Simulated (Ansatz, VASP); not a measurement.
# Ru (Ruthenium): VASP beside Ansatz

One calculation is typed for both programs; each brings its own data sets. How far apart do they land? The cell is taken from a series of runs on this material, whose earlier steps may have relaxed, scaled, displaced or heated it; both programs get it as it stands.

Main program and level: Ansatz 0.2.0; plane waves, with VASP 6.6.1 beside it; zone-centre phonons at PBEsol.

## 1. The starting structure

Symmetry: P6_3/mmc, No. 194, hexagonal system. Conventional cell: a = 2.690 Å, b = 2.690 Å, c = 4.249 Å, α = 90.00°, β = 90.00°, γ = 120.00°. Nearest to Ru lie 12 Ru at 2.63 to 2.69 Å.

## 2. Ansatz: zone-centre phonons, PBEsol

Ansatz runs on its PAW soft_1 files.

Second derivatives magnify differences that forces hide, and they need a tight electronic threshold.

The input, input.yaml:

```yaml
crystal:
  lattice:
    - [2.6904991625, 0.0, 0.0]
    - [-1.3452495812, 2.3300406236, 0.0]
    - [0.0, 0.0, 4.2492958113]
  atoms:
    - { symbol: Ru, position: [0.3333333333, 0.6666666667, 0.25] }
    - { symbol: Ru, position: [0.6666666667, 0.3333333333, 0.75] }
kpoints:
  mp_grid: { grid: [18, 18, 12] }
hamiltonian:
  xc: pbesol
  pseudopotentials: { kind: paw, azcp: { folder: soft_1 }, xc_functional: pbe }
scf:
  occupations: { method: methfessel_paxton, width: 0.2 }
output:
  eigenvalues: true
phonons:
  method: dfpt
```

Run with:

```sh
> ansatz run input.yaml --threads 4 --pin off --max-ram 10240MiB --backend cpu --events-out ev --progress --plain --runs-dir out
```

Numbers of over 12 decimals in the logs are rounded to 6 here.

Log:

```text
zone centre: on kpoints.mp_grid the ground state, and the responses unless they are solved on pairs of k-points, stand on 637 of the mesh's 3888 k-points, reduced under 4 symmetry operations, with k and −k counted as one. Each operation leaves every solved displacement unchanged or reverses it
Engine: ansatz 0.2.0, x86_64-unknown-linux-gnu
Pseudopotentials: kind: paw
Pseudopotential: Ru, paw, valence charge 16, recommended cutoff 420 eV (normal), soft_1/Ru.paw.azcp
Functional definition: PBEsol
  exchange = pbesol_x
  correlation = pbesol_c
Crystal: 2 atoms, lattice volume = 26.639 Å³
Basis set: ecut = 420 eV, 537 PW (Γ), exchange–correlation on 36×36×60 points (8 copies of the dense FFT grid, shifted against one another)
Bands: 20, of which v1, the nominal top of the filled ones, is band 16 counted from 1 (15 counted from 0)
Symmetry: 24 space group operations
k-points: 637 of 3888 (irreducible under 4 space group operations, time reversal used)
Non-local potential: Ru, projectors of the file, l = 0: 3, l = 1: 2, l = 2: 2, l = 3: 1
PAW form: soft (Blöchl's): semilocal exchange-correlation on the pseudo side does not see the compensation charge
PAW frozen core: Ru, regenerated for the run's functional, and the local potential with it (the file was generated under x = pbe(κ = 0.804, μ = 0.219515), c = pbe(β = 0.066725))
PAW one-centre angular grid: Ru, 590 points (default); XC on 64 Gauss nodes
Initial density: superposition of atomic densities (chi_scale 0.1, normalization cell)
Initial wavefunctions: pseudopotential atomic-orbital guess
Functional: x = pbesol(κ = 0.804, μ = 0.123457), c = pbesol(β = 0.046)
SCF iter   1: F=—  HF=-11634.559235 eV  |F-HF|=—  |Δ(HF+E_count)|=         —  Δρ=1.31e-1  dr2=4.36e0  ethr=3.10e-3  ⟨swp⟩=5.1  Hψ=111146  notcnv=0  defer=73
automatic band count: the SCF goes on with 24 bands, as 20 were too few: they end inside the smearing window of the response
preconditioner: auto → none  [metal: Δε(μ)=0.019 eV  Ē_g=11.715 eV  σ=0.200 eV  W_gap=0.08  n_scr=8 (ndim 8)  ℏωp=28.8 eV  f_vac=0.000  D(μ)=1.47/eV (n_scr^D=22)  sad-step TF]
SCF iter   2: F=—  HF=-11633.556720 eV  |F-HF|=—  |Δ(HF+E_count)|=    1.00e0  S|Δr|=    0.00e0  Δρ=7.46e-2  dr2=1.40e0  ethr=3.10e-3  ⟨swp⟩=2.8  Hψ=30035  notcnv=0  defer=1768
SCF iter   3: F=—  HF=-11633.094162 eV  |F-HF|=—  |Δ(HF+E_count)|=   4.63e-1  S|Δr|=    0.00e0  Δρ=3.87e-3  dr2=1.68e-3  ethr=3.10e-3  ⟨swp⟩=2.1  Hψ=22140  notcnv=0  defer=1768
SCF iter   4: F=—  HF=-11633.095641 eV  |F-HF|=—  |Δ(HF+E_count)|=   1.48e-3  S|Δr|=    0.00e0  Δρ=3.12e-4  dr2=7.69e-6  ethr=5.24e-6  ⟨swp⟩=2.6  Hψ=30414  notcnv=0  defer=1637
SCF iter   5: F=—  HF=-11633.095650 eV  |F-HF|=—  |Δ(HF+E_count)|=   9.01e-6  S|Δr|=    0.00e0  Δρ=1.11e-4  dr2=1.86e-6  ethr=2.40e-8  ⟨swp⟩=2.1  Hψ=22951  notcnv=0  defer=1637
SCF iter   6: F=—  HF=-11633.095649 eV  |F-HF|=—  |Δ(HF+E_count)|=   1.28e-6  S|Δr|=    0.00e0  Δρ=2.06e-5  dr2=5.41e-8  ethr=5.80e-9  ⟨swp⟩=2.4  Hψ=22951  notcnv=0  defer=1637
SCF iter   7: F=—  HF=-11633.095649 eV  |F-HF|=—  |Δ(HF+E_count)|=   1.97e-8  S|Δr|=    0.00e0  Δρ=2.09e-6  dr2=8.31e-10  ethr=1.69e-10  ⟨swp⟩=3.0  Hψ=25802  notcnv=0  defer=1637
SCF iter   8: F=-11633.095649 eV  HF=-11633.095649 eV  |F-HF|=0.00e0  |Δ(HF+E_count)|=  9.09e-12  S|Δr|=    0.00e0  Δρ=1.19e-7  dr2=2.72e-12  ethr=1.00e-12  ⟨swp⟩=9.0  Hψ=88941  notcnv=0
SCF 1 converged in 8 iterations: F = -11633.095649 eV  dr2 = 2.72e-12
  greatest PAW one-centre occupation: 1.000 electrons in one spin orbital (limit 2), on the Ru atom at site 1 (counted from 0), in its partial waves of l = 0
DFPT response loops at Γ: preconditioner auto → Kerker (q_TF=auto, 2.813 Å⁻¹) (partly filled bands, converged f_vac=0.000); β = 1.00, the filter's whole step (`scf.mixing.beta` (0.50) is not read by the response loops under this deck's `scf.mixing.preconditioner`; to damp them name `kerker` or `kerker_dos`, under which they read `scf.mixing.beta`, and type it under 1.00, their step now; both keys bind the ground state too); Broyden in place of MSR1
SCF converged after 8 iterations
Stability not checked: this state was not tested for a lower state beside it, because cold or Methfessel-Paxton smearing, or corrected tetrahedra, fill the levels in a way that the test cannot read (fill_not_monotonic; see scf.lower_state_search)
Free energy (F): -11633.095649 eV
Harris-Foulkes:  -11633.095649 eV  (|F-HF|=0.00e0)
Internal energy: -11633.096130 eV  (E = F + TS)
E sigma→0 (E₀):  -11633.095769 eV
Entropy (-TS):   0.000481 eV (0.241 meV/atom)
Fermi energy:    23.734908 eV
Step filling:    the computed levels leave a gap of 0.0000 eV = 0.0 smearing widths at the electron count; against every level under it full and every level over it empty, smearing changes F+E_penalty+E_count by +0.394 meV and its σ→0 estimate by +0.274 meV
--- Per-component energies (eV) ---
  E_band       = -100.617377
  E_kinetic    = 921.637787
  E_local      = -2500.687934  (includes V_loc(G=0)·N_el)
  E_nonlocal   = 828.486135
  E_hartree    = 826.644171
  E_xc         = -338.995906
  E_vxc        = -430.108533  (∫ρ·V_xc dr)
  E_paw        = -6879.982920  (= ΣΔE_a)
  E_vpaw       = -573.234443  (= ΣTr[D̂ρ^β])
  E_aug_tail   = 0.001173  (compensation charges beyond the density's cutoff)
  E_ewald      = -4490.705229
  E_core_change = 0.506593  (= ΣΔE_core)
  E_smearing   = 0.000481  (= −TS)
  E_closure    = 0.000000  (closes the sum)
  Σ components = -11633.095649   (vs F -11633.095649, Δ=0.00e0)
--- Band table (eV; the first three rows and the last of 637) ---
  k-point 0: bands = [... 12 lower, 21.2474, 21.7567, 21.7567, 22.2832, 22.2832, 24.9603, 24.9603, 25.0043, ... 4 higher]
  k-point 1: bands = [... 12 lower, 21.2063, 21.7073, 21.7073, 22.4001, 22.4001, 24.7345, 24.9671, 24.9671, ... 4 higher]
  k-point 2: bands = [... 12 lower, 21.0923, 21.5736, 21.5736, 22.6944, 22.6944, 24.0399, 24.9711, 24.9711, ... 4 higher]
  k-point 636: bands = [... 12 lower, 21.0061, 21.0061, 22.3499, 22.3499, 25.4387, 25.4387, 28.8852, 28.8852, ... 4 higher]
--- Phonons (Γ-DFPT): 2 representative perturbations + reference, on 637 of 3888 k-points (Σ response iterations 6) ---
  k mesh reduced under 4 symmetry operations, with k and −k counted as one. Each operation leaves every solved displacement unchanged or reverses it
  ASR residual: 9.448e-5 → 0.000e0 eV/Å²; symmetrization residual: 9.185e-10 eV/Å²
  ASR residual per site (eV/Å²): 9.45e-5 9.45e-5
  Γ frequencies (cm⁻¹): 0.00 0.00 0.00 207.52 207.52 271.22
  non-analytic LO–TO correction: not included (Born effective charges unavailable; polar crystals: no LO–TO splitting at Γ)
```

In the SCF lines HF is the Harris–Foulkes energy and dr2 the Hartree energy of the density residual, in eV; the loop may stop once dr2 is under the threshold and the program's other checks hold. Hψ counts applications of the Hamiltonian.

## 3. VASP: zone-centre phonons, PBEsol

The same cell, functional, mesh and smearing now go to VASP, with its own data sets.

Lines of VASP's logs that name or quote its potential files are left out, and so is its time.

The input, INCAR:

```
SYSTEM = Ru
PREC = Accurate
ENCUT = 500
EDIFF = 1E-08
NELM = 120
ISMEAR = 1
SIGMA = 0.2
LREAL = .FALSE.
ALGO = Normal
GGA = PS
NBANDS = 20
LASPH = .TRUE.
LORBIT = 11
LWAVE = .FALSE.
LCHARG = .FALSE.
ISIF = 2
IBRION = 8
GGA_COMPAT = .FALSE.
KPAR = 2
```

The input, POSCAR:

```
Ru
1.0
    2.6904991625      0.0000000000      0.0000000000
   -1.3452495812      2.3300406236      0.0000000000
    0.0000000000      0.0000000000      4.2492958113
Ru
2
Direct
    0.3333333334      0.6666666668      0.2500000000
    0.6666666668      0.3333333334      0.7500000000
```

The input, KPOINTS:

```
Automatic mesh
0
Gamma
18 18 12
0 0 0
```

PAW data sets: Ru_pv (PBE family, release 64).

Run with:

```sh
> mpirun -np 2 vasp_std
```

Log:

```text
[banner, memory and clock lines left out]
running    2 mpi-ranks, on    1 nodes
 distrk:  each k-point on    1 cores,    2 groups
 distr:  one band on    1 cores,    1 groups

 POSCAR found type information on POSCAR Ru
 POSCAR found :  1 types and       2 ions
|                                                                             |
|               ----> ADVICE to this user running VASP <----                  |
|                                                                             |
|     You enforced a specific xc type in the INCAR file but a different       |
|     [... a line on the potential file left out ...]
|     I HOPE YOU KNOW WHAT YOU ARE DOING!                                     |
|                                                                             |

 LDA part: xc-table for (Slater+PW92), standard interpolation
 POSCAR, INCAR and KPOINTS ok, starting setup
 FFT: planning ... GRIDC
 FFT: planning ... GRID_SOFT
 FFT: planning ... GRID
 WAVECAR not read
 entering main loop
       N       E                     dE             d eps       ncg     rms          rms(c)
DAV:   1     0.281322542976E+03    0.28132E+03   -0.17401E+04 10384   0.152E+03
DAV:   2    -0.160725666967E+02   -0.29740E+03   -0.28912E+03 10648   0.456E+02
DAV:   3    -0.218863357684E+02   -0.58138E+01   -0.57730E+01 11788   0.713E+01
DAV:   4    -0.219321836702E+02   -0.45848E-01   -0.45813E-01 13304   0.592E+00
DAV:   5    -0.219328678038E+02   -0.68413E-03   -0.68260E-03 11672   0.610E-01    0.202E+01
DAV:   6    -0.204420969758E+02    0.14908E+01   -0.34367E+00 12080   0.186E+01    0.525E+00
DAV:   7    -0.203521346281E+02    0.89962E-01   -0.60955E-01 11956   0.572E+00    0.100E+00
DAV:   8    -0.203440735084E+02    0.80611E-02   -0.25724E-02 11604   0.120E+00    0.417E-01
DAV:   9    -0.203424342134E+02    0.16393E-02   -0.28980E-03 11852   0.607E-01    0.482E-02
DAV:  10    -0.203424158458E+02    0.18368E-04   -0.20541E-04 11652   0.146E-01    0.260E-02
DAV:  11    -0.203424175899E+02   -0.17441E-05   -0.55890E-06 12068   0.225E-02    0.136E-03
DAV:  12    -0.203424175849E+02    0.50118E-08   -0.23641E-07 11748   0.448E-03    0.119E-03
DAV:  13    -0.203424175886E+02   -0.36980E-08   -0.41035E-09  7716   0.664E-04
   1 F= -.20342418E+02 E0= -.20342576E+02  d E =0.474852E-03
 Linear response reoptimize wavefunctions to high precision
DAV:   1    -0.203424175937E+02   -0.50695E-08   -0.57542E-10  7472   0.214E-04
DAV:   2    -0.203424175937E+02   -0.54570E-11   -0.32051E-11  6952   0.535E-05
 Linear response DOF=           2
 Linear response progress:
  Degree of freedom:   1/  2
       N       E                     dE             d eps       ncg     rms          rms(c)
RMM:   1    -0.515756249334E+00   -0.51576E+00    0.29025E+00 46358   0.595E+01
RMM:   2    -0.616611774561E+00   -0.10086E+00   -0.11455E-01 63652   0.286E+00    0.150E-01
RMM:   3    -0.615181581554E+00    0.14302E-02   -0.34803E-03 73932   0.495E-01    0.676E-02
RMM:   4    -0.613777819132E+00    0.14038E-02   -0.50081E-04 73954   0.179E-01    0.256E-02
RMM:   5    -0.613575019018E+00    0.20280E-03   -0.46499E-05 87919   0.449E-02    0.102E-02
RMM:   6    -0.613472700105E+00    0.10232E-03   -0.53365E-05 77773   0.128E-02    0.591E-03
RMM:   7    -0.613465856720E+00    0.68434E-05   -0.42117E-05 77486   0.735E-03    0.728E-04
RMM:   8    -0.613485300140E+00   -0.19443E-04   -0.22873E-05 95579   0.244E-03    0.324E-04
RMM:   9    -0.613492591637E+00   -0.72915E-05   -0.11074E-05 87757   0.102E-03    0.710E-05
RMM:  10    -0.613493551078E+00   -0.95944E-06   -0.80254E-06100966   0.564E-04    0.194E-05
RMM:  11    -0.613493948398E+00   -0.39732E-06   -0.46127E-06 89855   0.360E-04    0.845E-06
RMM:  12    -0.613493926639E+00    0.21759E-07   -0.28525E-06 97669   0.266E-04    0.370E-06
RMM:  13    -0.613493867568E+00    0.59071E-07   -0.16365E-06103824   0.215E-04    0.165E-06
RMM:  14    -0.613493919843E+00   -0.52275E-07   -0.10102E-06 95119   0.189E-04    0.362E-07
[...]
RMM:  19    -0.613493953448E+00   -0.25625E-08   -0.25105E-07 80304   0.152E-04    0.244E-07
RMM:  20    -0.613493956020E+00   -0.25718E-08   -0.21916E-07 80325   0.151E-04    0.213E-07
RMM:  21    -0.613493955292E+00    0.72851E-09   -0.19358E-07 79556   0.150E-04    0.278E-07
RMM:  22    -0.613493955729E+00   -0.43785E-09   -0.17562E-07 79602   0.149E-04    0.303E-07
RMM:  23    -0.613493957874E+00   -0.21450E-08   -0.16058E-07 81023   0.149E-04    0.207E-07
RMM:  24    -0.613493957853E+00    0.21820E-10   -0.14727E-07 79636   0.149E-04    0.235E-07
RMM:  25    -0.613493960444E+00   -0.25918E-08   -0.14746E-07 81631   0.149E-04    0.119E-07
RMM:  26    -0.613493963019E+00   -0.25745E-08   -0.14115E-07 81162   0.149E-04    0.875E-08
 first order change of Fermi-energy  -0.49274E-06
 force on displaced ion       1 direction 1 :  -7.992   0.001   0.000
 Linear response progress:
  Degree of freedom:   2/  2
       N       E                     dE             d eps       ncg     rms          rms(c)
RMM:   1    -0.630874728233E+00   -0.63087E+00    0.34037E+00 15978   0.602E+01
RMM:   2    -0.743949581191E+00   -0.11307E+00   -0.12890E-01 22060   0.299E+00    0.149E-01
RMM:   3    -0.743730584714E+00    0.21900E-03   -0.21398E-03 25642   0.464E-01    0.752E-02
RMM:   4    -0.742965298131E+00    0.76529E-03   -0.51115E-04 25135   0.172E-01    0.228E-02
RMM:   5    -0.742810322886E+00    0.15498E-03    0.36426E-05 29709   0.536E-02    0.144E-02
RMM:   6    -0.742736083773E+00    0.74239E-04   -0.57899E-06 26524   0.170E-02    0.104E-02
RMM:   7    -0.742688757653E+00    0.47326E-04   -0.15407E-06 25357   0.104E-02    0.244E-03
RMM:   8    -0.742679013342E+00    0.97443E-05    0.22872E-05 29951   0.397E-03    0.698E-04
RMM:   9    -0.742687030636E+00   -0.80173E-05    0.57164E-06 28537   0.165E-03    0.955E-05
RMM:  10    -0.742686700008E+00    0.33063E-06    0.11537E-05 28846   0.724E-04    0.436E-05
RMM:  11    -0.742688417685E+00   -0.17177E-05    0.20861E-06 32310   0.416E-04    0.118E-05
RMM:  12    -0.742688567333E+00   -0.14965E-06    0.22706E-06 30695   0.285E-04    0.392E-06
RMM:  13    -0.742688619566E+00   -0.52233E-07    0.15313E-06 34720   0.219E-04    0.178E-06
RMM:  14    -0.742688796228E+00   -0.17666E-06   -0.69391E-08 33690   0.184E-04    0.190E-06
RMM:  15    -0.742688744772E+00    0.51456E-07    0.54450E-07 32959   0.166E-04    0.184E-06
RMM:  16    -0.742688786922E+00   -0.42150E-07   -0.36407E-07 31777   0.160E-04    0.523E-06
RMM:  17    -0.742688831195E+00   -0.44273E-07    0.47021E-08 30858   0.161E-04    0.204E-06
RMM:  18    -0.742688848839E+00   -0.17645E-07   -0.27664E-07 32816   0.146E-04    0.608E-07
RMM:  19    -0.742688825952E+00    0.22887E-07   -0.93837E-08 30803   0.141E-04    0.176E-07
RMM:  20    -0.742688843423E+00   -0.17471E-07   -0.27501E-07 26844   0.139E-04    0.138E-07
RMM:  21    -0.742688833120E+00    0.10303E-07   -0.18043E-07 26198   0.138E-04    0.149E-07
RMM:  22    -0.742688839716E+00   -0.65954E-08   -0.24402E-07 26044   0.138E-04    0.224E-07
RMM:  23    -0.742688837043E+00    0.26725E-08   -0.20244E-07 26038   0.137E-04    0.918E-08
 first order change of Fermi-energy   0.10384E-03
 force on displaced ion       1 direction 3 :   0.000  -0.000 -13.691
 Linear response finished
```

[end of part 1 of 2]

[Lines on the potential files, build, host, timing and source positions are cut from VASP's logs without a mark.]

[Logs are printed without paths, hosts, clocks, repeated set-up lines and the standing remarks that a program may print on its own settings, such as how far it seeks lower states.]

[Hosts, paths, dates, database ids (printed as entryN), source tags and the programs' standing remarks are cut or masked in the printed files.]
